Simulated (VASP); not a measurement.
A VASP calculation is set up with these files.

POSCAR:
```
GeSe
1.0
  0.0000000000   2.5452782918   2.5452782918
  2.5452782918   0.0000000000   2.5452782918
  2.5452782918   2.5452782918   0.0000000000
Ge Se
1 1
Cart
  0.0000000000   0.0000000000   0.0000000000
  2.5452782918   2.5452782918   2.5452782918
```

### KPOINTS
```
Automatic mesh
0
Gamma
12 12 12
0 0 0
```

**INCAR**
```
SYSTEM = GeSe
PREC = Accurate; ENCUT = 500; LREAL = .FALSE.
LASPH = .TRUE.
EDIFF = 1E-6; NELM = 100; ALGO = Normal
LMAXMIX = 4
ISMEAR = 1; SIGMA = 0.1
GGA = PS
IBRION = 2; NSW = 40; ISIF = 3
EDIFFG = -0.02; PSTRESS = 300
LWAVE = .FALSE.; LCHARG = .FALSE.
```

POTCAR, in this order: Ge_d Se (PBE.64 set). Program: vasp_std.

**Question.** Write an equivalent input for Quantum ESPRESSO's pw.x.

**Answer.** One equivalent input (not run):
```
&CONTROL
  calculation = 'vc-relax'
  pseudo_dir = './pseudo'
  outdir = './out'
  tprnfor = .true.
  tstress = .true.
  nstep = 40
  forc_conv_thr = 0.00078
/
&SYSTEM
  ibrav = 0
  nat = 2
  ntyp = 2
  ecutwfc = 86
  occupations = 'smearing'
  smearing = 'methfessel-paxton'
  degauss = 0.00735
  input_dft = 'pbesol'
/
&ELECTRONS
  conv_thr = 7.3e-08
  electron_maxstep = 100
/
&IONS
/
&CELL
  press = 300
/
ATOMIC_SPECIES
  Ge 72.630 Ge.upf
  Se 78.971 Se.upf
CELL_PARAMETERS angstrom
     0.0000000    2.5452783    2.5452783
     2.5452783   -0.0000000    2.5452783
     2.5452783    2.5452783    0.0000000
ATOMIC_POSITIONS crystal
  Ge   0.0000000  0.0000000  0.0000000
  Se   0.5000000  0.5000000  0.5000000
K_POINTS automatic
  12 12 12 0 0 0
```
The two are equivalent in intent, not identical: the potentials are each code's own (VASP's PAW set, PseudoDojo norm-conserving files in pw.x), so ENCUT and ecutwfc are chosen apart and not converted; conv_thr bounds pw.x's estimated SCF error, while EDIFF bounds the energy change between steps; forc_conv_thr acts on force components and is met together with etot_conv_thr.

The structure was generated: GeSe was put into the rock salt type (Fm-3m), which need not be its known phase. This run relaxes it under an external pressure of 30 GPa. Symmetry was kept, so distortions that lower it aren't found.
